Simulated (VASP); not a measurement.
CdSe (zinc blende) is relaxed at rising pressure, each step from the one before. Symmetry mostly holds the structure type, and other phases were not tried. The mesh follows the cell, and a change of mesh leaves a small step in the series.

Given:

```xyz
2
Lattice="0.0000 3.0121 3.0121 3.0121 0.0000 3.0121 3.0121 3.0121 0.0000" Properties=species:S:1:pos:R:3 pbc="T T T"
Cd     0.0000     0.0000     0.0000
Se     1.5060     1.5060     1.5060
```

Level of theory: LDA (Ceperley-Alder, Perdew-Zunger), VASP's LDA PAW potentials (set 64) (plane waves; VASP). Numerical set-up: 500 eV cut-off, 8×8×8 Γ-centred mesh, Gaussian smearing of 0.050 eV, potentials Cd Se.

| P (GPa) | V (Å³/atom) | H − H(0) (eV/atom) | space group | gap on the mesh (eV) | k-mesh |
|---|---|---|---|---|---|
| 0 | 27.33 | 0.000 | F-43m | 0.42 | 8×8×8 |
| 5 | 25.42 | 0.821 | F-43m | 0.57 | 8×8×8 |
| 10 | 24.06 | 1.592 | F-43m | 0.68 | 8×8×8 |
| 20 | 22.15 | 3.029 | F-43m | 0.83 | 8×8×8 |
| 30 | 20.81 | 4.367 | F-43m | 0.94 | 8×8×8 |
| 45 | 19.35 | 6.243 | F-43m | 1.05 | 9×9×9 |

Pressures at which the relaxation failed are left out.

The compound is CdSe in the zinc blende structure, whereas wurtzite is the usual form.
